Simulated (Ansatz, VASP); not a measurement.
# Two plane-wave programs on Ag3TeH

INCAR

```
SYSTEM = Ag3TeH
PREC     = Accurate       ! precision mode
ENCUT    = 520            ! plane-wave cutoff, eV
EDIFF    = 1E-6           ! SCF threshold, eV
ISMEAR   = 0              ! smearing method
SIGMA    = 0.05           ! smearing width, eV
LREAL    = .FALSE.        ! projectors in reciprocal space
LASPH    = .TRUE.         ! aspherical terms in the spheres
NELM     = 60             ! most SCF steps
ALGO     = Fast           ! electronic algorithm
ISIF     = 2              ! what is computed and relaxed
LWAVE    = .FALSE.        ! write WAVECAR
LCHARG   = .TRUE.         ! write CHGCAR
GGA      = PE             ! functional
LELF     = .TRUE.         ! ELF
LVHAR    = .TRUE.       
NBANDS   = 28             ! bands
```

Contents of KPOINTS:

```
regular mesh
0
G
  4 4 4
  0 0 0
```

The input POSCAR:

```
Ag3TeH
1.0
    4.4214194760      0.0000000000      0.0000000000
    0.0000000000      4.4214194760      0.0000000000
    0.0000000000      0.0000000000      4.4214194760
Te H Ag
1 1 3
Direct
    0.0000000000      0.0000000000      0.0000000000
    0.5000000000      0.5000000000      0.5000000000
    0.5000000000      0.5000000000      0.0000000000
    0.5000000000      0.0000000000      0.5000000000
    0.0000000000      0.5000000000      0.5000000000
```

Input for Ansatz:

```yaml
crystal:
  lattice:
    - [4.421419476, 0.0, 0.0]
    - [0.0, 4.421419476, 0.0]
    - [0.0, 0.0, 4.421419476]
  atoms:
    - { symbol: Te, position: [0.0, 0.0, 0.0] }
    - { symbol: H, position: [0.5, 0.5, 0.5] }
    - { symbol: Ag, position: [0.5, 0.5, 0.0] }
    - { symbol: Ag, position: [0.5, 0.0, 0.5] }
    - { symbol: Ag, position: [0.0, 0.5, 0.5] }
basis:
  ecutwfc: 420
kpoints:
  mp_grid: { grid: [4, 4, 4] }
hamiltonian:
  xc: pbe
scf:
  occupations: { method: gaussian, width: 0.05 }
output:
  forces: true
  stress: true
  eigenvalues: true
```

The cell comes from a database or a generator and needn't be the stable form of this composition.

Alike in both runs: task single point; functional PBE; k mesh 4 × 4 × 4; occupations gaussian, width 0.05 eV; no spin polarisation.

|  | VASP | Ansatz |
| --- | --- | --- |
| version | VASP 6.6.1 | Ansatz 0.2.0 |
| potentials or method | VASP PAW PBE potentials, release 64 (Te, H, Ag) | scalar-relativistic, plane waves, PAW |
| plane-wave cutoff (eV) | 520 | 420 |
| valence electrons in the cell | 40 | 74 |

|  | VASP | Ansatz | Ansatz less VASP |
| --- | --- | --- | --- |
| gap on the k mesh at the Fermi level (eV) | 0.03 | 0.03 | +0.004 |
| least direct gap on the mesh (eV) | 0.69 | 0.68 | -0.009 |
| pressure (GPa) | 0.7 | 0.8 | +0.10 |

The two sets of potentials don't hold the same shells in valence.

Caveats: spin-orbit coupling is left out, which moves the levels of the heavy elements. A k mesh can miss the band edges.
